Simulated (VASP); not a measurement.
**Ta: relaxation of cell and atoms with PBE**

Ta:

```
Ta
1.0
    -1.64797    1.64797    1.64797
     1.64797   -1.64797    1.64797
     1.64797    1.64797   -1.64797
Ta
1
Cartesian
  0.0000 0.0000 0.0000
```

| Item | Value |
| --- | --- |
| Program | VASP 6.6.1 |
| Task | relaxation of cell and atoms |
| Functional | PBE |
| Potentials or basis | VASP PAW PBE potentials, release 64 (Ta) |
| Cutoff | 300 eV |
| k mesh | 8 × 8 × 8 |
| Occupations | methfessel-paxton, width 0.1 eV |
| Spin | no spin polarisation |
| Further INCAR settings | ALGO = Normal; EDIFF = 1e-07; IBRION = 2; EDIFFG = -0.005; NSW = 90; ISIF = 3 |

| Property | Result |
| --- | --- |
| Pressure after relaxing | 0.0 GPa |
| Band gap on the k mesh | none (metal or under the smearing width) |

Final structure:
```cif
data_structure
_symmetry_space_group_name_H-M 'P 1'
_symmetry_Int_Tables_number 1
_cell_length_a 2.8544
_cell_length_b 2.8544
_cell_length_c 2.8544
_cell_angle_alpha 109.471
_cell_angle_beta 109.471
_cell_angle_gamma 109.471
_cell_volume 17.90
loop_
_atom_site_label
_atom_site_type_symbol
_atom_site_fract_x
_atom_site_fract_y
_atom_site_fract_z
_atom_site_occupancy
Ta1 Ta 0.00000 0.00000 0.00000 1
```

Levels at points of the mesh, in eV from the Fermi level:
| k point | band 1 | band 2 | band 3 | band 4 | band 5 | band 6 |
| --- | --- | --- | --- | --- | --- | --- |
| (0.00, 0.00, 0.00) | -7.95 | 0.73 | 0.73 | 0.73 | 4.02 | 4.02 |
| (0.50, 0.00, 0.00) | -4.41 | -1.56 | 1.60 | 3.91 | 4.94 | 7.85 |
| (0.50, 0.50, 0.50) | -3.85 | -3.85 | 6.88 | 6.88 | 6.88 | 8.66 |

Wall time 7.6 s on 1 thread of Intel(R) Xeon(R) Platinum 8559C (Emerald Rapids) (shared host), peak memory 0.11 GiB.

Caveat: the relaxation stopped at its first step, so nothing moved. Spin-orbit coupling is left out, which matters for the levels of Ta.
